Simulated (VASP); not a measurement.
**Sound and unsound inputs on LaSi3Ir**

Aim: change the input of a sound run on LaSi3Ir piece by piece and see what each change does. All runs use PBEsol. The start is a cell from a database of measured crystal structures.

Method: PBEsol; plane waves and PAW (La, Si, Ir), in VASP 6.6.1.

Report form: the programs' logs are mostly left out.

### Step 1. Starting point

Symmetry: I4mm, No. 107, tetragonal system. The conventional cell has a = 4.278 Å, b = 4.278 Å, c = 9.830 Å, α = 90.00°, β = 90.00°, γ = 90.00°. La has 12 Si at 3.15 to 3.34 Å and 5 Ir at 3.39 Å nearest. Si has 2 Ir at 2.38 Å and 6 Si at 2.60 to 3.03 Å and 4 La at 3.17 to 3.34 Å nearest. Nearest to Si lie 1 Ir at 2.40 Å and 4 Si at 2.60 Å and 4 La at 3.15 Å. Nearest to Ir lie 5 Si at 2.38 to 2.40 Å and 5 La at 3.39 Å. Farther neighbours are not listed.

### Step 2. Reference run

A single point writes out the density, ELF and the potential. PBEsol restores the gradient expansion of exchange and is tuned for the cells of solids.

The input, INCAR:

```
SYSTEM = LaSi3Ir
PREC = Accurate
ENCUT = 400
EDIFF = 1E-06
NELM = 100
ISMEAR = -1
SIGMA = 0.05
LREAL = .FALSE.
ALGO = Normal
GGA = PS
NBANDS = 22
LASPH = .TRUE.
LORBIT = 11
LWAVE = .FALSE.
LCHARG = .TRUE.
ISIF = 2
LELF = .TRUE.
LVHAR = .TRUE.
```

The input, POSCAR:

```
LaSi3Ir
1.0
    0.0000000000     -4.2780000000      0.0000000000
   -4.2780000000      0.0000000000      0.0000000000
    2.1390000000     -2.1390000000     -4.9150000000
La Si Ir
1 3 1
Direct
    0.0000000000      0.0000000000      0.0000000000
    0.7615000000      0.7385000000      0.4770000000
    0.2615000000      0.2385000000      0.4770000000
    0.4112000000      0.5888000000      0.1776000000
    0.6553000000      0.3447000000      0.6894000000
```

The input, KPOINTS:

```
Automatic mesh
0
Gamma
6 6 6
0 0 0
```

Potentials, in the order of the species: La, Si and Ir (PBE family, release 64).

Run with:

```
$ mpirun -np 4 vasp_std
```

Elapsed: 12 s, on 4 MPI ranks of AMD EPYC 9R45, shared host; peak memory 0.51 GiB.

The k-mesh is coarse for a metal. The PAW data sets were made with PBE, which is usual practice but a small mismatch for other functionals.

This step gave:

```
SCF cycles                             : 15
electrons                              : 32
bands                                  : 24
irreducible k-points                   : 30
symmetry operations                    : 8
free energy (TOTEN)                    : -36.99 eV
energy at zero smearing                : -36.98 eV
Fermi energy                           : 9.502 eV
pressure                               : -1.548 GPa
metallic, judged on the points sampled : yes
```

Force by atom:

| atom | x (eV/Å) | y (eV/Å) | z (eV/Å) | size |
| --- | --- | --- | --- | --- |
| La1 | 0.000 | 0.000 | -0.103 | 0.103 |
| Si2 | 0.000 | 0.000 | 0.100 | 0.100 |
| Si3 | 0.000 | 0.000 | 0.100 | 0.100 |
| Si4 | 0.000 | 0.000 | 0.257 | 0.257 |
| Ir5 | 0.000 | 0.000 | -0.354 | 0.354 |

Electrostatic potential energy in the ac plane of the conventional cell at fractional y = 0.000, with atoms of La and Si and Ir within 0.2 Å of it. With pseudopotentials it is smooth inside the atoms' cores, unlike the true potential.

Ten even steps from '_' (-100 eV) to '@' (3 eV), each cell a mean:
```
__..==##@@@@@@@@@@@@%%**::__
--++##%%@@@@@@@@@@@@@@%%**==
%%%%@@@@@@@@@@@@@@@@@@@@%%%%
@@@@@@@@@@@@@@@@@@@@@@@@@@@@
@@@@@@@@@@%%**++##%%@@@@@@@@
@@@@@@@@%%==..__::**@@@@@@@@
@@@@@@@@%%==____::**%%@@@@@@
%%%%@@@@@@##++==**%%@@@@@@%%
--++%%@@@@@@@@@@@@@@@@%%**--
__::**@@@@@@@@@@@@@@@@%%==__
..--##@@@@@@@@@@@@@@@@%%++::
##%%@@@@@@@@@@@@@@@@@@@@%%##
@@@@@@@@@@@@@@@@@@@@@@@@@@@@
##%%%%@@@@@@@@@@@@@@@@@@%%##
++++##%%@@@@@@@@@@@@@@%%**++
====**%%@@@@@@@@@@@@@@##++==
++++##%%@@%%**++##%%@@%%**++
##%%%%@@%%==..__::**%%@@%%##
@@@@@@@@%%==____::**@@@@@@@@
@@@@@@@@@@##++==**%%@@@@@@@@
@@@@@@@@@@@@@@@@@@@@@@@@@@@@
####%%@@@@@@@@@@@@@@@@@@%%##
..--**%%@@@@@@@@@@@@@@##==::
____--##@@@@@@@@@@@@%%**..__
```
Columns run along a (4.3 Å; values clipped at the 3rd and 97th percentile), rows up along c (9.8 Å), edges of the conventional cell, whose origin can differ from the input's. Atoms in or near the plane, at fractional coordinates: La at (0.00, 0.00), Si at (0.50, 0.74), Si at (0.50, 0.24), Si at (0.00, 0.59), Ir at (0.00, 0.34).

ELF in the ac plane of the conventional cell at fractional y = 0.000, with atoms of La and Si and Ir within 0.2 Å of it. It is the smooth field of the valence electrons, not physical close to the nuclei.

Ten even steps from '_' (0.01) to '@' (0.86), each cell a mean:
```
##%%@@##::________..++@@@@##
@@@@%%==..........__::**@@@@
##**--....--======::..::==**
......::==**######++--..__..
__..::--++**********++::....
::::--==++==::::--++++==--::
++++++****++::..--****++++++
####%%%%%%%%####%%%%%%%%####
==**%%@@@@@@@@@@@@@@@@@@##++
..--##%%%%##########%%%%++::
==++####**==------++####**==
%%%%%%##++::......--**##%%%%
******++==::..__..--==++****
----======--::::::--====----
____::--==++++++++==----..__
____..==++########**==--____
____--++##%%##**%%%%**==..__
::--==**%%##--::++%%%%++==--
====++####++::..--####**====
------++**##########**==----
--::..::==##%%@@%%**--..::::
%%##++::::==**##++--::--**%%
@@@@@@**::..::--::..==%%@@@@
++%%@@%%--____..__..++@@@@**
```
Columns run along a (4.3 Å), rows up along c (9.8 Å), edges of the conventional cell, whose origin can differ from the input's. Atoms in or near the plane, at fractional coordinates: La at (0.00, 0.00), Si at (0.50, 0.74), Si at (0.50, 0.24), Si at (0.00, 0.59), Ir at (0.00, 0.34).

Valence density in the ac plane of the conventional cell at fractional y = 0.000, with atoms of La and Si and Ir within 0.2 Å of it. It is the smooth field of the valence electrons, not physical close to the nuclei.

Ten even steps from '0' (-0.1 e/Å³) to '9' (2.5 e/Å³), each cell a mean:
```
36531000001464
65310000001246
22100000000112
00000111110000
00001111111000
00011100111000
11111100111111
11111111111111
11111111111111
01111111111110
01111000001111
22110000001112
22110000001112
43211000001134
76421100111357
97531111112469
76432211222357
43222100122234
11111100111111
11111111111111
11101111111011
43210011101123
66421000001356
15631000002463
```
Columns run along a (4.3 Å), rows up along c (9.8 Å), edges of the conventional cell, whose origin can differ from the input's. Atoms in or near the plane, at fractional coordinates: La at (0.00, 0.00), Si at (0.50, 0.74), Si at (0.50, 0.24), Si at (0.00, 0.59), Ir at (0.00, 0.34).

The pressure is -1.55 GPa and the largest force 0.354 eV/Å, so the cell is not at a minimum at these settings.

### Step 3. Total energy, forces and stress (PBEsol) with a changed input

A single point gives energy, forces and stress at these settings. Some settings are moved from the usual, to see what they do.

The input, INCAR:

```
SYSTEM = LaSi3Ir
PREC = Accurate
ENCUT = 450
EDIFF = 1E-06
NELM = 100
ISMEAR = -1
SIGMA = 0.05
LREAL = .FALSE.
ALGO = Normal
GGA = PS
NBANDS = 22
LASPH = .TRUE.
LORBIT = 11
LWAVE = .FALSE.
LCHARG = .FALSE.
KPAR = 4
ISIF = 2
NELECT = 32.5
KSPACING = 0.25
```

POSCAR is that of step 2.

Run with:

```
$ mpirun -np 4 vasp_std
```

The job ended after 28 s (4 MPI ranks; peak memory 1.2 GiB; 1.8 min of CPU time).

The run converged; its settings lie outside those of the reference runs, so its numbers are set aside.

Settings moved from the usual: ENCUT = 450, KSPACING = 0.25 and NELECT = 32.5.

NELECT differs from the neutral count, so the cell is charged against a uniform background: another system, not a numerical setting. The mesh holds 88 irreducible points against 30.

### Step 4. Self-consistent run (PBEsol) with a changed input

This run is made with a changed input; what comes of it follows.

The input, INCAR:

```
SYSTEM = LaSi3Ir
PREC = Accurate
ENCUT = 400
EDIFF = 1E-06
NELM = 57
ISMEAR = -1
SIGMA = 0.05
LREAL = .FALSE.
ALGO = Eigenval
GGA = PS
NBANDS = 22
LASPH = .TRUE.
LORBIT = 11
LWAVE = .FALSE.
LCHARG = .FALSE.
KPAR = 4
ISIF = 2
```

POSCAR is that of step 3.

KPOINTS is that of step 2.

Run with:

```
$ mpirun -np 4 vasp_std
```

Wall time 5.2 s (4 MPI ranks); peak memory 0.72 GiB.

The run converged, but on settings that are not sound, so its numbers are not to be trusted.

Against the sound run on this cell (reference run) the energy at zero smearing moves by +321199.2 meV an atom and the pressure by +1273.64 GPa.

With this ALGO nothing was iterated to self-consistency, so the run only appears to have converged.

The fault in the input: no self-consistency without orbitals (ALGO = "Eigenval"). This ALGO needs a converged WAVECAR; use ALGO = Normal first.

### Step 5. Total energy, forces and stress (PBEsol) with a changed input, try 2

The input, INCAR:

```
SYSTEM = LaSi3Ir
PREC = Accurate
ENCUT = 300
EDIFF = 1E-06
NELM = 100
ISMEAR = 1
SIGMA = 0.3
LREAL = .FALSE.
ALGO = Normal
GGA = PS
NBANDS = 22
LASPH = .TRUE.
LORBIT = 11
LWAVE = .FALSE.
LCHARG = .FALSE.
KPAR = 4
ISIF = 2
```

POSCAR is that of step 4.

KPOINTS is that of step 4.

Run with:

```
$ mpirun -np 4 vasp_std
```

The job ended after 8 s (4 MPI ranks; peak memory 0.6 GiB).

The run converged, and its energy and pressure stay near those of the sound run.

Against the sound run on this cell (reference run) the energy at zero smearing moves by +2.6 meV an atom and the pressure by -0.26 GPa.

Settings moved from the usual: ENCUT = 300, ISMEAR = 1 and SIGMA = 0.3.

The cutoff falls from 400 to 300 eV, which shrinks the basis; the stress suffers most (Pulay stress), and PAW energies need not rise evenly as the basis shrinks.

### Step 6. Relaxing cell and atoms (PBEsol) with a changed input

Properties are meant for the cell that this level of theory prefers, so cell and atoms are relaxed first (ISIF = 3) until forces and stress are small; EDIFFG sets the threshold. Some settings are moved from the usual, to see what they do.

The input, INCAR:

```
SYSTEM = LaSi3Ir
PREC = Accurate
ENCUT = 400
EDIFF = 1E-06
NELM = 100
ISMEAR = -1
SIGMA = 0.05
LREAL = .FALSE.
ALGO = Normal
GGA = PS
NBANDS = 28
LASPH = .TRUE.
LORBIT = 11
LWAVE = .FALSE.
LCHARG = .FALSE.
KPAR = 4
IBRION = 2
NSW = 60
ISIF = 3
EDIFFG = -0.01
ISYM = -1
```

POSCAR is that of step 5.

KPOINTS is that of step 5.

Run with:

```
$ mpirun -np 4 vasp_std
```

Run time: 4.7 min. Hardware: 4 MPI ranks; peak memory 1.9 GiB; 19 min of CPU time.

ISYM = -1 switches symmetry off, which costs time and frees a relaxation from the symmetry of its start.

Step by step:

| step | energy less that of the first step (eV) | largest force (eV/Å) | pressure (GPa) | volume (Å³) |
| --- | --- | --- | --- | --- |
| 1 | 0.0000 | 0.3539 | -1.54 | 89.95 |
| 2 | -0.0028 | 0.1355 | 2.01 | 87.72 |
| 3 | -0.0091 | 0.1977 | 0.34 | 88.72 |
| 4 | -0.0110 | 0.0541 | -0.09 | 88.89 |
| 5 | -0.0110 | 0.0389 | -0.07 | 88.88 |
| 6 | -0.0115 | 0.0216 | -0.01 | 88.82 |
| 7 | -0.0115 | 0.0228 | 0.02 | 88.81 |
| 8 | -0.0116 | 0.0152 | 0.01 | 88.82 |
| 9 | -0.0116 | 0.0030 | -0.02 | 88.86 |

| conventional cell, symmetrised | before | after | change |
| --- | --- | --- | --- |
| a (Å) | 4.278 | 4.254 | -0.6 % |
| b (Å) | 4.278 | 4.254 | -0.6 % |
| c (Å) | 9.830 | 9.822 | -0.1 % |
| volume (Å³/atom) | 17.99 | 17.77 | -1.2 % |

The atoms that moved most (Å, as changes of fractional coordinates times the final cell):

| atom | dx | dy | dz | length |
| --- | --- | --- | --- | --- |
| Ir5 | 0.000 | 0.000 | -0.019 | 0.019 |
| Si4 | 0.000 | 0.000 | 0.014 | 0.014 |
| La1 | 0.000 | 0.000 | -0.012 | 0.012 |
| Si3 | 0.000 | 0.000 | 0.008 | 0.008 |
| Si2 | 0.000 | 0.000 | 0.008 | 0.008 |

The relaxed structure:

```
La Si Ir
1.0
     0.00000   -4.25380    0.00000
    -4.25380    0.00000    0.00000
     2.12691   -2.12691   -4.91080
La Si Ir
1 3 1
Direct
  0.99882 0.00118 0.00237
  0.76234 0.73766 0.47531
  0.26234 0.23766 0.47531
  0.41259 0.58741 0.17483
  0.65341 0.34659 0.69317
```

Numbers from this step:

| Item | Value |
| --- | --- |
| bands | 28 |
| irreducible k-points | 216 |
| free energy (TOTEN) | -37.00 eV |
| energy at zero smearing | -36.99 eV |
| Fermi energy | 9.662 eV |
| pressure | -0.01780 GPa |
| SCF cycles over all ionic steps | 64 |

It ends with a largest force of 0.003 eV/Å and a pressure of -0.02 GPa.

### Step 7. Relaxing cell and atoms (PBEsol) with a changed input, try 2

The input, INCAR:

```
SYSTEM = LaSi3Ir
PREC = Accurate
ENCUT = 400
EDIFF = 1E-14
NELM = 96
ISMEAR = -1
SIGMA = 0.05
LREAL = .FALSE.
ALGO = Normal
GGA = PS
NBANDS = 22
LASPH = .TRUE.
LORBIT = 11
LWAVE = .FALSE.
LCHARG = .FALSE.
KPAR = 4
IBRION = 2
NSW = 30
ISIF = 3
EDIFFG = -0.01
```

POSCAR is that of step 6.

KPOINTS is that of step 6.

Run with:

```
$ mpirun -np 4 vasp_std
```

Elapsed: 4 min, on 4 MPI ranks; peak memory 0.82 GiB.

The run was stopped at its time limit, by a STOPCAR file.

By then 4 ionic steps had been finished.

The fault in the input: threshold below the noise (EDIFF = 1e-14). An EDIFF of 1E-06 to 1E-08 can be reached; this one can't.

### Step 8. A single point (PBEsol) with a changed input

The input, INCAR:

```
SYSTEM = LaSi3Ir
PREC = Accurate
ENCUT = 600
EDIFF = 1E-06
NELM = 100
ISMEAR = -1
SIGMA = 0.05
LREAL = .FALSE.
ALGO = Normal
GGA = PS
NBANDS = 22
LASPH = .TRUE.
LORBIT = 11
LWAVE = .FALSE.
LCHARG = .FALSE.
KPAR = 4
ISIF = 2
AMIX = 0.6
```

POSCAR is that of step 7.

The input, KPOINTS:

```
Automatic mesh
0
Gamma
2 2 2
0 0 0
```

Run with:

```
$ mpirun -np 4 vasp_std
```

Elapsed: 8.2 s, on 4 MPI ranks; peak memory 0.89 GiB; 30 s of CPU time.

The run converged; its settings lie outside those of the reference runs, so its numbers are set aside.

Against the sound run on this cell (reference run) the energy at zero smearing moves by -45.2 meV an atom and the pressure by -1.01 GPa.

Settings moved from the usual: ENCUT = 600, AMIX = 0.6 and k-mesh = 2×2×2. KPOINTS differs too.

The mesh holds 4 irreducible points against 30. AMIX acts on the way to self-consistency or on speed; a fully converged result doesn't depend on them, though slow mixing can meet EDIFF with the stress still off.

### Step 9. Relaxing cell and atoms (PBEsol)

Properties are meant for the cell that this level of theory prefers, so cell and atoms are relaxed first (ISIF = 3) until forces and stress are small; EDIFFG sets the threshold.

INCAR, as its differences from that of step 8:

```diff
@@ -2,3 +2,3 @@
 PREC = Accurate
-ENCUT = 600
+ENCUT = 400
 EDIFF = 1E-06
@@ -16,3 +16,5 @@
 KPAR = 4
-ISIF = 2
-AMIX = 0.6
+IBRION = 2
+NSW = 60
+ISIF = 3
+EDIFFG = -0.01
```

POSCAR is that of step 8.

The input, KPOINTS:

```
Automatic mesh
0
Gamma
6 6 6
0 0 0
```

Run with:

```
$ mpirun -np 4 vasp_std
```

It took 54 s on 4 MPI ranks; peak memory 0.84 GiB.

The run keeps the 8 symmetry operations of its start, so it cannot find a distortion of lower symmetry.

Relaxation path:

| step | energy less that of the first step (eV) | largest force (eV/Å) | pressure (GPa) | volume (Å³) |
| --- | --- | --- | --- | --- |
| 1 | 0.0000 | 0.3540 | -1.55 | 89.95 |
| 2 | -0.0026 | 0.1360 | 2.04 | 87.70 |
| 3 | -0.0091 | 0.1994 | 0.34 | 88.72 |
| 4 | -0.0110 | 0.0524 | -0.09 | 88.89 |
| 5 | -0.0110 | 0.0381 | -0.07 | 88.88 |
| 6 | -0.0115 | 0.0221 | -0.01 | 88.82 |
| 7 | -0.0115 | 0.0227 | 0.02 | 88.80 |
| 8 | -0.0116 | 0.0156 | 0.01 | 88.82 |
| 9 | -0.0116 | 0.0045 | -0.03 | 88.87 |

| conventional cell, symmetrised | before | after | change |
| --- | --- | --- | --- |
| a (Å) | 4.278 | 4.254 | -0.6 % |
| b (Å) | 4.278 | 4.254 | -0.6 % |
| c (Å) | 9.830 | 9.822 | -0.1 % |
| volume (Å³/atom) | 17.99 | 17.77 | -1.2 % |

The atoms that moved most (Å, as changes of fractional coordinates times the final cell):

| atom | dx | dy | dz | length |
| --- | --- | --- | --- | --- |
| Ir5 | 0.000 | 0.000 | -0.018 | 0.018 |
| Si4 | 0.000 | 0.000 | 0.014 | 0.014 |
| La1 | 0.000 | 0.000 | -0.012 | 0.012 |
| Si2 | 0.000 | 0.000 | 0.008 | 0.008 |
| Si3 | 0.000 | 0.000 | 0.008 | 0.008 |

Final coordinates:

```xyz
5
Lattice="0.0000 -4.2539 0.0000 -4.2539 0.0000 0.0000 2.1269 -2.1269 -4.9111" Properties=species:S:1:pos:R:3 pbc="T T T"
La    0.0000    0.0000   -0.0119
Si   -2.1269   -4.2539   -2.3344
Si    0.0000   -2.1269   -2.3344
Si   -2.1269   -2.1269   -0.8584
Ir    0.0000   -4.2539   -3.4042
```

This step gave:

```
bands                : 22
irreducible k-points : 30
Fermi energy         : 9.661 eV
pressure             : -0.02648 GPa
```

It ends with a largest force of 0.004 eV/Å and a pressure of -0.03 GPa.

### Step 10. Side by side

| changed | job | ended | energy (meV/atom) | pressure (GPa) | volume (%) |
| --- | --- | --- | --- | --- | --- |
| ENCUT = 450, KSPACING = 0.25, NELECT = 32.5 | single point | converged, with a warning or advice | - | - | - |
| ALGO = Eigenval | single point | converged, with a warning or advice | +321199.22 | +1273.64 | - |
| ENCUT = 300, ISMEAR = 1, SIGMA = 0.3 | single point | converged | +2.65 | -0.26 | - |
| ISYM = -1, NBANDS = 28 | relaxation | converged | - | - | -0.0 |
| EDIFF = 1e-14 | relaxation | timeout | - | - | - |
| ENCUT = 600, AMIX = 0.6, k = 2×2×2 | single point | converged | -45.24 | -1.01 | - |

### Step 11. Results

```json
{"ENCUT = 450, KSPACING = 0.25, NELECT = 32.5 (single point)": "converged, with a warning or advice", "ALGO = Eigenval (single point)": "converged, with a warning or advice, +321199.22 meV/atom", "ENCUT = 300, ISMEAR = 1, SIGMA = 0.3 (single point)": "converged, +2.65 meV/atom", "ISYM = -1, NBANDS = 28 (relaxation)": "converged, volume -0.0 %", "EDIFF = 1e-14 (relaxation)": "timeout", "ENCUT = 600, AMIX = 0.6, k = 2×2×2 (single point)": "converged, -45.24 meV/atom"}
```

Changes that show themselves, by a stop, a warning or no convergence: ENCUT = 450, KSPACING = 0.25, NELECT = 32.5; ALGO = Eigenval; EDIFF = 1e-14 (where several settings stand together, the step names the one at fault, if it is known). Changes that converge quietly and move the result by over 10 meV an atom or 1 % in volume: ENCUT = 600, AMIX = 0.6, k = 2×2×2. Differences of single points are from the reference run, and of volumes from the sound relaxation. The k-sampling is coarse for a metal, so the Fermi level, pressures and the shape of the cell carry errors.

[Lines on the potential files, build, host, timing and source positions are cut from VASP's logs without a mark.]

[Logs are printed without paths, hosts, clocks, repeated set-up lines and the standing remarks that a program may print on its own settings, such as how far it seeks lower states.]

[Hosts, paths, dates, database ids (printed as entryN), source tags and the programs' standing remarks are cut or masked in the printed files.]

[A measured line is paired with the nearest computed mode of its activity, which favours agreement.]

[In band tables of VASP the shares of atoms and orbitals are scaled to a sum of 1 inside the atoms' spheres.]
